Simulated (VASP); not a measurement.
All values below come from PBE GGA with D4 dispersion, VASP's PBE PAW potentials (set 64) (plane waves; VASP).

The input files of a VASP run:

INCAR:
```
SYSTEM = GaAs
PREC = Accurate
ENCUT = 520
EDIFF = 1E-7
NELM = 100
ALGO = Normal
LREAL = .FALSE.
LASPH = .TRUE.
ISMEAR = 0
SIGMA = 0.05
GGA = PE
IVDW = 13
LMAXMIX = 4
LWAVE = .FALSE.
LCHARG = .FALSE.
ISIF = 2
```

POSCAR:
```
GaAs
2.8042140
  0.0000000000   1.0000000571   1.0000000571
  1.0000000571   0.0000000000   1.0000000571
  1.0000000571   1.0000000571   0.0000000000
Ga As
1 1
direct
  0.0000000000   0.0000000000   0.0000000000
  0.2500000000   0.2500000000   0.2500000000
```

### KPOINTS
```
Automatic mesh
0
Gamma
8 8 8
0 0 0
```

POTCAR, in this order: Ga_d As (PBE.64 set). Program: vasp_std.

Output of the run:

File OSZICAR:
```
       N       E                     dE             d eps       ncg     rms          rms(c)
DAV:   1     0.805841172088E+02    0.80584E+02   -0.92280E+03   770   0.193E+03
DAV:   2    -0.170702111459E+01   -0.82291E+02   -0.79028E+02   804   0.324E+02
DAV:   3    -0.827051695375E+01   -0.65635E+01   -0.65307E+01   979   0.760E+01
DAV:   4    -0.838096654034E+01   -0.11045E+00   -0.11042E+00   843   0.110E+01
DAV:   5    -0.838293116505E+01   -0.19646E-02   -0.19645E-02   952   0.129E+00    0.299E+00
DAV:   6    -0.823729717291E+01    0.14563E+00   -0.25818E-01  1161   0.999E+00    0.181E+00
DAV:   7    -0.821626521181E+01    0.21032E-01   -0.78726E-02  1056   0.233E+00    0.568E-01
DAV:   8    -0.821692012754E+01   -0.65492E-03   -0.10738E-02   864   0.148E+00    0.111E-01
DAV:   9    -0.821730633295E+01   -0.38621E-03   -0.10902E-03   910   0.463E-01    0.517E-02
DAV:  10    -0.821736903529E+01   -0.62702E-04   -0.84638E-05  1003   0.112E-01    0.282E-02
DAV:  11    -0.821741836477E+01   -0.49329E-04   -0.76613E-05   834   0.767E-02    0.335E-03
DAV:  12    -0.821741868895E+01   -0.32418E-06   -0.13665E-06   897   0.192E-02    0.140E-03
DAV:  13    -0.821741906974E+01   -0.38079E-06   -0.59337E-07   854   0.681E-03    0.686E-04
DAV:  14    -0.821741903674E+01    0.32999E-07   -0.19955E-08   527   0.195E-03
   1 F= -.90773207E+01 E0= -.90773207E+01  d E =-.711619E-11
```

### OUTCAR
```
------------------------ aborting loop because EDIFF is reached ----------------------------------------
  Edisp (eV):   -0.85990
  FORCE on cell =-STRESS in cart. coord.  units (eV):
  Direction    XX          YY          ZZ          XY          YZ          ZX
  --------------------------------------------------------------------------------------
  Total       0.62956     0.62956     0.62956     0.00000     0.00000    -0.00000
  in kB      22.87093    22.87093    22.87093     0.00000     0.00000    -0.00000
  external pressure =       22.87 kB  Pullay stress =        0.00 kB
  volume of cell :       44.10
      direct lattice vectors                 reciprocal lattice vectors
     0.000000000  2.804214160  2.804214160    -0.178303072  0.178303072  0.178303072
     2.804214160  0.000000000  2.804214160     0.178303072 -0.178303072  0.178303072
     2.804214160  2.804214160  0.000000000     0.178303072  0.178303072 -0.178303072
  FREE ENERGIE OF THE ION-ELECTRON SYSTEM (eV)
  ---------------------------------------------------
  free  energy   TOTEN  =        -9.0773206543 eV

  energy  without entropy=       -9.0773206543  energy(sigma->0) =       -9.07732065
```
(Selected blocks of OUTCAR.)

The compound is GaAs in the zinc blende structure. This cell is one point of a volume scan, at 0.97 of the reference volume.
